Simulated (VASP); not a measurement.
Data:

```yaml
crystal:
  lattice:
    - [-2.86886, 5.29644, 2.77666]
    - [2.86886, -5.29644, 2.77666]
    - [2.86886, 5.29644, -2.77666]
  atoms:
    - { symbol: Be, position: [0.25000, 0.25000, 0.00000] }
    - { symbol: Be, position: [0.75000, 0.75000, 0.00000] }
    - { symbol: Br, position: [0.11336, 0.20945, 0.32281] }
    - { symbol: Br, position: [0.88664, 0.79055, 0.67719] }
    - { symbol: Br, position: [0.38664, 0.70945, 0.09609] }
    - { symbol: Br, position: [0.61336, 0.29055, 0.90391] }
```

Level of theory: r2SCAN meta-GGA, VASP's PBE PAW potentials (set 64) (plane waves; VASP). Run with 400 eV cut-off, 6×6×6 Γ-centred mesh, tetrahedra with Blöchl corrections, potentials Be Br.

Task: Give the energies of bands 6 to 19 at the high-symmetry points, in eV from the valence-band maximum.

Result: 
```json
[
 {"band": "6", "Γ": "-3.63", "X": "-3.80", "F0": "-3.72", "Λ0": "-3.76", "R": "-4.06", "W": "-4.03", "S": "-3.91", "T": "-3.63"},
 {"band": "7", "Γ": "-3.36", "X": "-3.13", "F0": "-3.40", "Λ0": "-2.83", "R": "-3.01", "W": "-3.10", "S": "-2.82", "T": "-3.42"},
 {"band": "8", "Γ": "-2.40", "X": "-1.99", "F0": "-2.15", "Λ0": "-2.66", "R": "-3.01", "W": "-3.10", "S": "-2.82", "T": "-2.35"},
 {"band": "9", "Γ": "-2.13", "X": "-1.94", "F0": "-2.04", "Λ0": "-2.56", "R": "-1.84", "W": "-1.76", "S": "-1.97", "T": "-2.03"},
 {"band": "10", "Γ": "-1.94", "X": "-1.60", "F0": "-1.76", "Λ0": "-1.63", "R": "-1.84", "W": "-1.76", "S": "-1.97", "T": "-2.01"},
 {"band": "11", "Γ": "-1.77", "X": "-1.56", "F0": "-1.65", "Λ0": "-1.35", "R": "-1.24", "W": "-1.19", "S": "-1.35", "T": "-1.60"},
 {"band": "12", "Γ": "-1.59", "X": "-1.53", "F0": "-1.59", "Λ0": "-1.27", "R": "-1.24", "W": "-1.19", "S": "-1.35", "T": "-1.35"},
 {"band": "13", "Γ": "-0.53", "X": "-1.27", "F0": "-1.01", "Λ0": "-0.94", "R": "-0.48", "W": "-0.51", "S": "-0.84", "T": "-0.94"},
 {"band": "14", "Γ": "-0.34", "X": "-0.80", "F0": "-0.83", "Λ0": "-0.67", "R": "-0.48", "W": "-0.51", "S": "-0.84", "T": "-0.81"},
 {"band": "15", "Γ": "-0.27", "X": "-0.58", "F0": "-0.54", "Λ0": "-0.41", "R": "-0.33", "W": "-0.38", "S": "-0.26", "T": "-0.53"},
 {"band": "16", "Γ": "-0.23", "X": "-0.20", "F0": "-0.01", "Λ0": "-0.28", "R": "-0.33", "W": "-0.38", "S": "-0.26", "T": "-0.01"},
 {"band": "17", "Γ": "5.99", "X": "6.36", "F0": "6.70", "Λ0": "6.42", "R": "6.94", "W": "7.13", "S": "7.02", "T": "7.29"},
 {"band": "18", "Γ": "6.13", "X": "6.74", "F0": "7.30", "Λ0": "7.42", "R": "6.94", "W": "7.13", "S": "7.02", "T": "7.44"},
 {"band": "19", "Γ": "7.51", "X": "6.83", "F0": "7.37", "Λ0": "7.59", "R": "7.71", "W": "7.47", "S": "8.31", "T": "7.67"}
]
```

The gap is indirect, 5.99 eV, from the valence maximum at (-0.33, 0.33, 0.17) to the conduction minimum at Γ.

The structure comes from a computed database's BeBr2 entry (Ibam); how it stands against other phases isn't given here. It was relaxed first.
